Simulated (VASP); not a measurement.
Given:

```xyz
2
Lattice="0.0000 2.9700 2.9700 2.9700 0.0000 2.9700 2.9700 2.9700 0.0000" Properties=species:S:1:pos:R:3 pbc="T T T"
Hg     0.0000     0.0000     0.0000
S      1.4850     1.4850     1.4850
```

Computed with HSEsol screened hybrid, VASP's PBE PAW potentials (set 64) (plane waves; VASP 6.6.1). Run with 520 eV cut-off, 6×6×6 Γ-centred mesh, Gaussian smearing of 0.050 eV, potentials Hg S.

Unless said otherwise, spin-orbit coupling is left out, though it shifts the bands of the heavy elements here.

Q: Predict the energy per atom (σ→0), pressure, band gap (on the k-mesh) with the smallest direct gap where there is one.

A: 
```json
{
  "band gap (on the k-mesh)": "0.25 eV",
  "smallest direct gap (on the k-mesh)": "0.25 eV",
  "energy per atom (σ→0)": "-3.205 eV/atom",
  "pressure": "-2.47 GPa"
}
```

Total energies compare only between runs with the same potentials, cut-off and functional.

The compound is HgS in the zinc blende structure, metacinnabar; cinnabar is the stable form. This cell is one point of a volume scan, at 0.97 of the reference volume. The cell's shape comes from a PBE relaxation.
